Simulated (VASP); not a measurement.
Here is the system:

```xyz
6
Lattice="3.1881 0.0000 0.0000 -1.5941 2.7610 0.0000 0.0000 0.0000 13.9134" Properties=species:S:1:pos:R:3 pbc="T T T"
W      1.5941     0.9203    10.4351
W      0.0000     1.8407     3.4784
S      1.5941     0.9203     5.2593
S      0.0000     1.8407    12.2160
S      0.0000     1.8407     8.6542
S      1.5941     0.9203     1.6974
```

Method: PBE GGA, VASP's PBE PAW potentials (set 64) (plane waves; VASP). Settings: PREC = Normal, EDIFF = 1E-5, 400 eV cut-off, 11×11×3 Γ-centred mesh, Gaussian smearing of 0.050 eV, potentials W_sv S.

Without a dispersion term in the relaxation, distances and binding between the weakly bound layers, chains or molecules are unreliable, and so is what depends on them.

The ions are relaxed. Predict the relaxed structure.

```xyz
6
Lattice="3.1881 0.0000 0.0000 -1.5941 2.7610 0.0000 0.0000 0.0000 13.9134" Properties=species:S:1:pos:R:3 pbc="T T T"
W      1.5941     0.9203    10.4351
W      0.0000     1.8407     3.4784
S      1.5941     0.9203     5.0479
S      0.0000     1.8407    12.0046
S      0.0000     1.8407     8.8655
S      1.5941     0.9203     1.9088
```
Space group P6_3/mmc (194), at a tolerance of 0.03 Å.

How much energy does the relaxation gain?

The energy (σ→0) changes by -239.8 meV/atom, in 3 ionic steps.

```tsv
step	E(σ→0) (eV)	max force (eV/Å)	pressure (GPa)	volume (Å³)
1	-45.9190	3.107	-15.04	122.47
2	-47.2225	1.090	-5.09	122.47
3	-47.3576	0.028	0.14	122.47
```

The compound is WS2 in the 2H layered structure. This run relaxes the ions in a fixed cell. Symmetry was kept, so distortions that lower it aren't found.
